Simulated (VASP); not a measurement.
The input files of a VASP run:

POSCAR:
```
P
1
    1.6881000000    -5.3448000000    -0.0000000000
    1.6881000000     5.3448000000     0.0000000000
    0.0000000000     0.0000000000     4.4676000000
P
4
Direct
  0.1017000000   0.8983000000   0.9194000000
  0.3983000000   0.6017000000   0.4194000000
  0.6017000000   0.3983000000   0.5806000000
  0.8983000000   0.1017000000   0.0806000000
```

**INCAR**
```
SYSTEM = P
PREC = Accurate
ENCUT = 400
EDIFF = 1E-6
NELM = 100
ALGO = Normal
LREAL = .FALSE.
LASPH = .TRUE.
ISMEAR = 0
SIGMA = 0.05
GGA = PE
LWAVE = .FALSE.
LCHARG = .FALSE.
ISIF = 2
```

File KPOINTS:
```
Automatic mesh
0
Gamma
5 5 4
0 0 0
```

POTCAR, in this order: P (PBE.64 set). Program: vasp_gam.

The resulting files:

### standard output
```
 POSCAR found type information on POSCAR P
 POSCAR found :  1 types and       4 ions
 Reading from existing POTCAR
 Reading from existing POTCAR
 LDA part: xc-table for (Slater+PW92), standard interpolation

 -----------------------------------------------------------------------------
|                                                                             |
|     EEEEEEE  RRRRRR   RRRRRR   OOOOOOO  RRRRRR      ###     ###     ###     |
|     E        R     R  R     R  O     O  R     R     ###     ###     ###     |
|     E        R     R  R     R  O     O  R     R     ###     ###     ###     |
|     EEEEE    RRRRRR   RRRRRR   O     O  RRRRRR       #       #       #      |
|     E        R   R    R   R    O     O  R   R                               |
|     E        R    R   R    R   O     O  R    R      ###     ###     ###     |
|     EEEEEEE  R     R  R     R  OOOOOOO  R     R     ###     ###     ###     |
|                                                                             |
|     You are using the Gamma-point-only version with more than one           |
|     k-point or some other non-Gamma k-point.                                |
|                                                                             |
|       ---->  I REFUSE TO CONTINUE WITH THIS SICK JOB ... BYE!!! <----       |
|                                                                             |
 -----------------------------------------------------------------------------
```

### Question
Read input and log: which fault does this run have?
A. NSW is too small for the relaxation to finish
B. the Γ-only program was given a k-mesh
C. MAGMOM holds more values than there are atoms
D. one atom is typed twice, on or next to the same site

### Answer
B, the Γ-only program was given a k-mesh. VASP stops with an error: You are using the Gamma-point-only version with more than one k-point or some other non-Gamma k-point. ----> I REFUSE TO CONTINUE WITH THIS SICK JOB ... BYE!!! <----

To mend it, run vasp_std.

The mended run (PBE GGA, plane waves, VASP's PBE PAW potentials (set 64)) converges, and its OSZICAR ends with
```
   1 F= -.21432034E+02 E0= -.21432034E+02  d E =-.903679E-08
```

The compound is P in the black structure. The cell was not relaxed at this level.
